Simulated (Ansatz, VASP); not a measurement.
# TaN in two plane-wave programs

Aim: how closely do two programs agree when they are given the same cell, functional and k mesh? The cell is taken from a series of runs on this material, whose earlier steps may have relaxed, scaled, displaced or heated it; both programs get it as it stands.

Method: plane waves, with VASP 6.6.1 beside it; zone-centre phonons at PBEsol, in Ansatz 0.2.0.

### 1. Set-up

The structure is hexagonal, space group P6/mmm (No. 191). Conventional cell: a = 5.205 Å, b = 5.205 Å, c = 2.903 Å, α = 90.00°, β = 90.00°, γ = 120.00°. Nearest to N lie 6 Ta at 2.09 to 2.60 Å. Nearest to Ta lie 6 N at 2.60 Å and 2 Ta at 2.90 Å. Nearest to Ta lie 6 N at 2.09 Å. Farther neighbours and most contacts between anions are not listed.

Structure file:

```xyz
6
Lattice="5.2045 0.0000 0.0000 -2.6023 4.5073 0.0000 0.0000 0.0000 2.9027" Properties=species:S:1:pos:R:3 pbc="T T T"
N     2.6023    0.0000    0.0000
N     1.3011    2.2536    0.0000
N    -1.3011    2.2536    0.0000
Ta    0.0000    0.0000    0.0000
Ta    0.0000    3.0048    1.4514
Ta    2.6023    1.5024    1.4514
```

### 2. VASP: zone-centre phonons, PBEsol

Second derivatives magnify differences that forces hide, and they need a tight electronic threshold.

Lines of VASP's logs that name or quote its potential files are left out, and so is its time.

File INCAR:

```
SYSTEM = TaN
PREC = Accurate
ENCUT = 600
EDIFF = 1E-08
NELM = 120
ISMEAR = 1
SIGMA = 0.2
LREAL = .FALSE.
ALGO = Normal
GGA = PS
NBANDS = 30
LASPH = .TRUE.
LORBIT = 11
LWAVE = .FALSE.
LCHARG = .FALSE.
ISIF = 2
IBRION = 8
GGA_COMPAT = .FALSE.
KPAR = 2
```

File POSCAR:

```
TaN
1.0
    5.2045441177      0.0000000000      0.0000000000
   -2.6022720588      4.5072674210      0.0000000000
    0.0000000000      0.0000000000      2.9027224367
N Ta
3 3
Direct
    0.5000000000      0.0000000000      0.0000000000
    0.5000000000      0.5000000000      0.0000000000
    0.0000000000      0.5000000000      0.0000000000
    0.0000000000      0.0000000000      0.0000000000
    0.3333333333      0.6666666667      0.5000000000
    0.6666666667      0.3333333333      0.5000000000
```

File KPOINTS:

```
Automatic mesh
0
Gamma
9 9 12
0 0 0
```

PAW data sets: N and Ta_pv (PBE family, release 64).

Started as:

```
$ mpirun -np 2 vasp_std
```

Numbers of over 12 decimals in the logs are rounded to 6 here.

The program printed:

```text
[banner, memory and clock lines left out]
running    2 mpi-ranks, on    1 nodes
 distrk:  each k-point on    1 cores,    2 groups
 distr:  one band on    1 cores,    1 groups

 POSCAR found type information on POSCAR N Ta
 POSCAR found :  2 types and       6 ions
|                                                                             |
|               ----> ADVICE to this user running VASP <----                  |
|                                                                             |
|     You enforced a specific xc type in the INCAR file but a different       |
|     [... a line on the potential file left out ...]
|     I HOPE YOU KNOW WHAT YOU ARE DOING!                                     |
|                                                                             |

 LDA part: xc-table for (Slater+PW92), standard interpolation
 POSCAR, INCAR and KPOINTS ok, starting setup
 FFT: planning ... GRIDC
 FFT: planning ... GRID_SOFT
 FFT: planning ... GRID
 WAVECAR not read
 entering main loop
       N       E                     dE             d eps       ncg     rms          rms(c)
DAV:   1     0.480588090253E+03    0.48059E+03   -0.28712E+04  5040   0.187E+03
DAV:   2    -0.437383197947E+02   -0.52433E+03   -0.50491E+03  5712   0.517E+02
DAV:   3    -0.779473994591E+02   -0.34209E+02   -0.33464E+02  6318   0.123E+02
DAV:   4    -0.786847867430E+02   -0.73739E+00   -0.72828E+00  6274   0.172E+01
DAV:   5    -0.787031403118E+02   -0.18354E-01   -0.18313E-01  6340   0.211E+00    0.462E+01
DAV:   6    -0.692953003404E+02    0.94078E+01   -0.53039E+01  6488   0.419E+01    0.202E+01
DAV:   7    -0.688986309990E+02    0.39667E+00   -0.48338E+00  6562   0.154E+01    0.113E+01
DAV:   8    -0.687451849958E+02    0.15345E+00   -0.96743E-01  6542   0.548E+00    0.354E+00
DAV:   9    -0.687176956032E+02    0.27489E-01   -0.11799E-01  6486   0.278E+00    0.468E-01
DAV:  10    -0.687168272990E+02    0.86830E-03   -0.23340E-02  6408   0.863E-01    0.203E-01
DAV:  11    -0.687161912481E+02    0.63605E-03   -0.55743E-03  6378   0.461E-01    0.512E-02
DAV:  12    -0.687161624310E+02    0.28817E-04   -0.26290E-04  6442   0.112E-01    0.185E-02
DAV:  13    -0.687161624094E+02    0.21644E-07   -0.14828E-05  6478   0.239E-02    0.597E-03
DAV:  14    -0.687161624668E+02   -0.57433E-07   -0.17276E-06  6904   0.877E-03    0.221E-03
DAV:  15    -0.687161623335E+02    0.13334E-06   -0.28722E-07  6728   0.364E-03    0.240E-04
DAV:  16    -0.687161623416E+02   -0.81454E-08   -0.13848E-08  4138   0.835E-04
   1 F= -.68716162E+02 E0= -.68717560E+02  d E =0.419196E-02
 Linear response reoptimize wavefunctions to high precision
DAV:   1    -0.687161623371E+02    0.45238E-08   -0.19781E-09  4020   0.373E-04
DAV:   2    -0.687161623371E+02   -0.21828E-10   -0.41934E-10  3954   0.130E-04
 Linear response DOF=           7
 Linear response progress:
  Degree of freedom:   1/  7
       N       E                     dE             d eps       ncg     rms          rms(c)
RMM:   1    -0.241190049879E+00   -0.24119E+00    0.14117E-01 21154   0.212E+00
RMM:   2    -0.239097765709E+00    0.20923E-02   -0.11803E-02 18054   0.442E-01    0.141E-01
RMM:   3    -0.240084534823E+00   -0.98677E-03   -0.22352E-03 17439   0.165E-01    0.708E-02
RMM:   4    -0.241090661320E+00   -0.10061E-02   -0.50268E-04 18222   0.878E-02    0.217E-02
RMM:   5    -0.241275845251E+00   -0.18518E-03   -0.67365E-05 18936   0.300E-02    0.721E-03
RMM:   6    -0.241279525169E+00   -0.36799E-05   -0.65267E-06 18912   0.930E-03    0.132E-03
RMM:   7    -0.241268045214E+00    0.11480E-04   -0.10768E-06 19789   0.291E-03    0.682E-04
RMM:   8    -0.241268122533E+00   -0.77319E-07   -0.89467E-07 20650   0.982E-04    0.410E-04
RMM:   9    -0.241268283665E+00   -0.16113E-06   -0.11925E-07 21149   0.469E-04    0.677E-05
RMM:  10    -0.241268474007E+00   -0.19034E-06   -0.12898E-07 20695   0.287E-04    0.247E-05
RMM:  11    -0.241268382486E+00    0.91522E-07    0.83104E-08 21850   0.235E-04    0.541E-06
RMM:  12    -0.241268415444E+00   -0.32959E-07   -0.11470E-07 21825   0.219E-04    0.190E-06
RMM:  13    -0.241268419034E+00   -0.35893E-08   -0.29741E-08 22523   0.215E-04    0.149E-06
 first order change of Fermi-energy   0.33563E-04
 force on displaced ion       1 direction 1 :   5.807  -0.000   0.000
 Linear response progress:
  Degree of freedom:   2/  7
       N       E                     dE             d eps       ncg     rms          rms(c)
RMM:   1    -0.255932524569E+00   -0.25593E+00    0.15462E-01 21984   0.245E+00
RMM:   2    -0.247635591813E+00    0.82969E-02   -0.19244E-02 17579   0.520E-01    0.481E-01
RMM:   3    -0.248551570491E+00   -0.91598E-03   -0.39992E-03 18949   0.244E-01    0.306E-01
RMM:   4    -0.249662191173E+00   -0.11106E-02   -0.61692E-04 17009   0.111E-01    0.101E-01
[...]
RMM:  15    -0.212771504882E+00   -0.87938E-07   -0.47848E-07 22862   0.402E-04    0.560E-06
RMM:  16    -0.212771559017E+00   -0.54135E-07   -0.42827E-07 23846   0.365E-04    0.511E-06
RMM:  17    -0.212771629194E+00   -0.70178E-07   -0.28408E-07 23571   0.343E-04    0.142E-06
RMM:  18    -0.212771638005E+00   -0.88108E-08   -0.27792E-07 24477   0.323E-04    0.235E-06
RMM:  19    -0.212771659588E+00   -0.21583E-07   -0.18329E-07 24258   0.311E-04    0.954E-07
[...]
RMM:   4    -0.136717266810E+00    0.12206E-02   -0.98227E-04  8894   0.114E-01    0.289E-02
RMM:   5    -0.136210804756E+00    0.50646E-03   -0.10325E-04  9894   0.344E-02    0.328E-03
RMM:   6    -0.136240439613E+00   -0.29635E-04   -0.11364E-05  9256   0.915E-03    0.132E-03
RMM:   7    -0.136241467153E+00   -0.10275E-05   -0.27540E-06  9743   0.295E-03    0.320E-04
RMM:   8    -0.136245312332E+00   -0.38452E-05   -0.14912E-06  9973   0.131E-03    0.850E-05
RMM:   9    -0.136246227160E+00   -0.91483E-06   -0.73989E-07 10396   0.709E-04    0.491E-05
RMM:  10    -0.136246873781E+00   -0.64662E-06   -0.39123E-07 10264   0.489E-04    0.252E-05
RMM:  11    -0.136246617464E+00    0.25632E-06   -0.33793E-07 10418   0.392E-04    0.105E-05
RMM:  12    -0.136246717908E+00   -0.10044E-06   -0.14864E-07 10764   0.345E-04    0.697E-06
RMM:  13    -0.136246794322E+00   -0.76414E-07   -0.14018E-07 10799   0.316E-04    0.520E-06
RMM:  14    -0.136246942733E+00   -0.14841E-06   -0.92999E-08 10752   0.300E-04    0.296E-06
RMM:  15    -0.136246885918E+00    0.56815E-07   -0.84587E-08 10700   0.285E-04    0.230E-06
RMM:  16    -0.136246905304E+00   -0.19386E-07   -0.70665E-08 10977   0.275E-04    0.184E-06
RMM:  17    -0.136246929330E+00   -0.24026E-07   -0.69741E-08 10904   0.269E-04    0.155E-06
RMM:  18    -0.136246942267E+00   -0.12937E-07   -0.60498E-08 11109   0.264E-04    0.127E-06
RMM:  19    -0.136246959502E+00   -0.17235E-07   -0.70728E-08 11215   0.261E-04    0.814E-07
RMM:  20    -0.136246977933E+00   -0.18430E-07   -0.65559E-08 11395   0.259E-04    0.168E-07
RMM:  21    -0.136246987225E+00   -0.92926E-08   -0.65318E-08 11108   0.257E-04    0.142E-07
 first order change of Fermi-energy   0.11549E-02
 force on displaced ion       4 direction 3 :  -0.000  -0.000  -6.932
 Linear response progress:
  Degree of freedom:   6/  7
       N       E                     dE             d eps       ncg     rms          rms(c)
RMM:   1    -0.181873399963E+00   -0.18187E+00    0.10432E+01 17755   0.203E+01
RMM:   2    -0.210472609025E+00   -0.28599E-01   -0.53168E-02 28678   0.140E+00    0.212E-01
RMM:   3    -0.210038020599E+00    0.43459E-03   -0.78651E-03 30869   0.339E-01    0.115E-01
RMM:   4    -0.209537015024E+00    0.50101E-03   -0.93553E-04 35750   0.126E-01    0.464E-02
RMM:   5    -0.209368442127E+00    0.16857E-03   -0.10477E-04 36850   0.395E-02    0.203E-02
RMM:   6    -0.209283362228E+00    0.85080E-04   -0.66084E-05 35373   0.152E-02    0.459E-03
RMM:   7    -0.209276577112E+00    0.67851E-05   -0.64368E-05 35765   0.768E-03    0.165E-03
RMM:   8    -0.209274950545E+00    0.16266E-05   -0.29381E-05 35721   0.382E-03    0.845E-04
RMM:   9    -0.209276333909E+00   -0.13834E-05   -0.18215E-05 37146   0.165E-03    0.419E-04
RMM:  10    -0.209277144325E+00   -0.81042E-06   -0.11983E-05 35439   0.126E-03    0.165E-04
RMM:  11    -0.209277414411E+00   -0.27009E-06   -0.69112E-06 36891   0.753E-04    0.517E-05
RMM:  12    -0.209277653602E+00   -0.23919E-06   -0.45675E-06 37103   0.568E-04    0.214E-05
RMM:  13    -0.209277886703E+00   -0.23310E-06   -0.32567E-06 38286   0.476E-04    0.152E-05
RMM:  14    -0.209277906727E+00   -0.20024E-07   -0.25922E-06 38673   0.423E-04    0.775E-06
[...]
RMM:  34    -0.209278194204E+00   -0.15810E-09   -0.17997E-06 43755   0.349E-04    0.322E-07
RMM:  35    -0.209278193985E+00    0.21888E-09   -0.17951E-06 43674   0.349E-04    0.216E-07
RMM:  36    -0.209278195280E+00   -0.12949E-08   -0.18059E-06 43954   0.349E-04    0.305E-07
RMM:  37    -0.209278194338E+00    0.94241E-09   -0.17970E-06 43951   0.349E-04    0.192E-07
RMM:  38    -0.209278194547E+00   -0.20982E-09   -0.17994E-06 44202   0.349E-04    0.279E-07
RMM:  39    -0.209278194008E+00    0.53924E-09   -0.17850E-06 44115   0.349E-04    0.171E-07
RMM:  40    -0.209278195903E+00   -0.18949E-08   -0.18086E-06 44472   0.349E-04    0.241E-07
RMM:  41    -0.209278194328E+00    0.15747E-08   -0.17911E-06 44514   0.349E-04    0.996E-08
 first order change of Fermi-energy  -0.36969E-04
 force on displaced ion       5 direction 1 : -27.678  -0.004   0.000
 Linear response progress:
  Degree of freedom:   7/  7
       N       E                     dE             d eps       ncg     rms          rms(c)
RMM:   1    -0.143696251942E+00   -0.14370E+00    0.10339E+01  7600   0.194E+01
RMM:   2    -0.169630995883E+00   -0.25935E-01   -0.44358E-02 11735   0.128E+00    0.149E-01
RMM:   3    -0.169198468701E+00    0.43253E-03   -0.86389E-03 13196   0.340E-01    0.764E-02
RMM:   4    -0.168633453822E+00    0.56501E-03   -0.79884E-04 14647   0.125E-01    0.260E-02
RMM:   5    -0.168443507893E+00    0.18995E-03   -0.81950E-05 14926   0.332E-02    0.774E-03
RMM:   6    -0.168385480669E+00    0.58027E-04   -0.27811E-05 14287   0.114E-02    0.151E-03
RMM:   7    -0.168383128708E+00    0.23520E-05   -0.20167E-05 14557   0.459E-03    0.531E-04
RMM:   8    -0.168383448726E+00   -0.32002E-06   -0.13870E-05 14798   0.217E-03    0.274E-04
RMM:   9    -0.168384813806E+00   -0.13651E-05   -0.95948E-06 14938   0.132E-03    0.869E-05
RMM:  10    -0.168385320159E+00   -0.50635E-06   -0.61824E-06 14182   0.896E-04    0.327E-05
RMM:  11    -0.168385783529E+00   -0.46337E-06   -0.39133E-06 14797   0.665E-04    0.157E-05
RMM:  12    -0.168385875480E+00   -0.91951E-07   -0.25880E-06 15799   0.513E-04    0.750E-06
RMM:  13    -0.168385934847E+00   -0.59367E-07   -0.17584E-06 15772   0.436E-04    0.532E-06
RMM:  14    -0.168386021548E+00   -0.86701E-07   -0.11944E-06 15636   0.392E-04    0.359E-06
RMM:  15    -0.168386053315E+00   -0.31766E-07   -0.85496E-07 16510   0.362E-04    0.175E-06
RMM:  16    -0.168386083611E+00   -0.30296E-07   -0.57544E-07 16289   0.343E-04    0.115E-06
RMM:  17    -0.168386104865E+00   -0.21255E-07   -0.43169E-07 16790   0.331E-04    0.568E-07
RMM:  18    -0.168386109901E+00   -0.50360E-08   -0.29414E-07 16558   0.323E-04    0.818E-07
RMM:  19    -0.168386129128E+00   -0.19226E-07   -0.22560E-07 16974   0.318E-04    0.383E-07
RMM:  20    -0.168386131653E+00   -0.25253E-08   -0.16170E-07 16623   0.313E-04    0.228E-07
RMM:  21    -0.168386126610E+00    0.50435E-08   -0.12618E-07 16650   0.311E-04    0.906E-07
RMM:  22    -0.168386139278E+00   -0.12669E-07   -0.93466E-08 17167   0.309E-04    0.198E-07
RMM:  23    -0.168386147020E+00   -0.77417E-08   -0.75982E-08 17398   0.308E-04    0.301E-07
 first order change of Fermi-energy  -0.19122E-03
 force on displaced ion       5 direction 3 :   0.000   0.000 -21.665
 Linear response finished
```

(Part 1 of 2 ends here.)

[Lines on the potential files, build, host, timing and source positions are cut from VASP's logs without a mark.]

[Logs are printed without paths, hosts, clocks, repeated set-up lines and the standing remarks that a program may print on its own settings, such as how far it seeks lower states.]

[Hosts, paths, dates, database ids (printed as entryN), source tags and the programs' standing remarks are cut or masked in the printed files.]
